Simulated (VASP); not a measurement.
Wanted: the native input for a VASP 6.6.1 run.

- Task: relaxation of cell and atoms
- Functional: PBE
- Potentials or basis: VASP PAW PBE potentials, release 64 (Cu)
- Cutoff: 520 eV
- k mesh: 4 × 4 × 4
- Occupations: gaussian, width 0.1 eV
- Spin: no spin polarisation
- Further INCAR settings: ALGO = Normal; EDIFF = 1e-07; IBRION = 2; EDIFFG = -0.002; NSW = 80; ISIF = 3

The structure of Cu lies in POSCAR:

```
Cu                                      
1.0
   -0.0000000000      1.8231988735      1.8231988735
    1.8231988735      0.0000000000      1.8231988735
    1.8231988735      1.8231988735      0.0000000000
  Cu            
     1
Direct
     0.0000000000000000    0.0000000000000000    0.0000000000000000
```

The input as run:

INCAR

```
PREC     = Accurate       # precision mode
ENCUT    = 520            # plane-wave cutoff, eV
EDIFF    = 1E-7           # SCF threshold, eV
ISMEAR   = 0              # smearing method
SIGMA    = 0.1            # smearing width, eV
LREAL    = F              # projectors in reciprocal space
LASPH    = T              # aspherical terms in the spheres
NELM     = 100            # most SCF steps
ALGO     = Normal         # electronic algorithm
ISIF     = 3              # what is computed and relaxed
LWAVE    = F              # write WAVECAR
LCHARG   = F              # write CHGCAR
GGA      = PE             # functional
IBRION   = 2              # ionic algorithm
NSW      = 80             # ionic steps
EDIFFG   = -0.002         # ionic threshold
```

KPOINTS

```
regular mesh
0
Gamma
  4 4 4
```

Potentials or basis: VASP PAW PBE potentials, release 64 (Cu).

Command:

```sh
$ cat potpaw_PBE.64/Cu/POTCAR > POTCAR
$ mpirun -np 1 vasp_std > vasp.out
```

It gave:

- Relaxed volume: 12.13 Å³/atom
- Relaxed cell: a = 2.579 Å, b = 2.579 Å, c = 2.579 Å, α = 60.00°, β = 60.00°, γ = 60.00°
- Space group after relaxing (to 0.05 Å): Fm-3m (No. 225)
- Energy gained by relaxing: 0.0 meV/atom
- Ionic steps: 3
- Pressure after relaxing: 0.0 GPa
- Band gap on the k mesh: none (metal or under the smearing width)

Caveat: the k mesh is coarse (spacing up to 0.75 Å⁻¹), so the values aren't converged.

It took 2.5 s on 1 thread of Intel(R) Xeon(R) 6975P-C (Granite Rapids) (shared host), peak memory 0.12 GiB.
